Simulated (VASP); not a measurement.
The input files of a VASP run:

File POSCAR:
```
CuZn
1
    2.9500000000     0.0000000000     0.0000000000
    0.0000000000     2.9500000000     0.0000000000
    0.0000000000     0.0000000000     2.9500000000
Zn Cu
1 1
Direct
  0.5000000000   0.5000000000   0.5000000000
  0.0000000000   0.0000000000   0.0000000000
```

**KPOINTS**
```
Regular mesh
0
Gamma
 11 11 11
```

INCAR:
```
SYSTEM = CuZn
PREC = Accurate; ENCUT = 400; LREAL = .FALSE.
LASPH = .TRUE.
EDIFF = 1E-6; NELM = 100; ALGO = Normal
LMAXMIX = 4
ISMEAR = 1; SIGMA = 0.1
GGA = PS
IBRION = 2; NSW = 60; ISIF = 3
EDIFFG = -0.01
LWAVE = .FALSE.; LCHARG = .FALSE.
```

POTCAR, in this order: Zn Cu (PBE.64 set). Program: vasp_std.

Problem. Write an equivalent input for Ansatz.

Solution. One equivalent input (not run):
Ansatz 0.2 input:
```yaml
crystal:
  lattice:
    - [2.9500000, 0.0000000, 0.0000000]
    - [0.0000000, 2.9500000, 0.0000000]
    - [0.0000000, 0.0000000, 2.9500000]
  atoms:
    - { symbol: Zn, position: [0.5000000, 0.5000000, 0.5000000] }
    - { symbol: Cu, position: [0.0000000, 0.0000000, 0.0000000] }
kpoints:
  mp_grid: { grid: [11, 11, 11] }
hamiltonian:
  xc: pbesol
  pseudopotentials: { kind: paw }
scf:
  occupations: { method: methfessel_paxton, width: 0.1 }
  max_iter: 100
relax:
  max_steps: 60
  f_tol: 0.01
  cell: {}
output: { forces: true, stress: true, eigenvalues: true }
```
The two are equivalent in intent, not identical: each code has its own PAW files, so the cut-off isn't converted (ENCUT is set for VASP's; basis.ecutwfc is left out, and Ansatz then takes the one that its files recommend); Ansatz stops its SCF on the density residual and VASP on the energy change (EDIFF).

The compound is CuZn in the CsCl type structure. This run relaxes it. Symmetry was kept, so distortions that lower it aren't found.
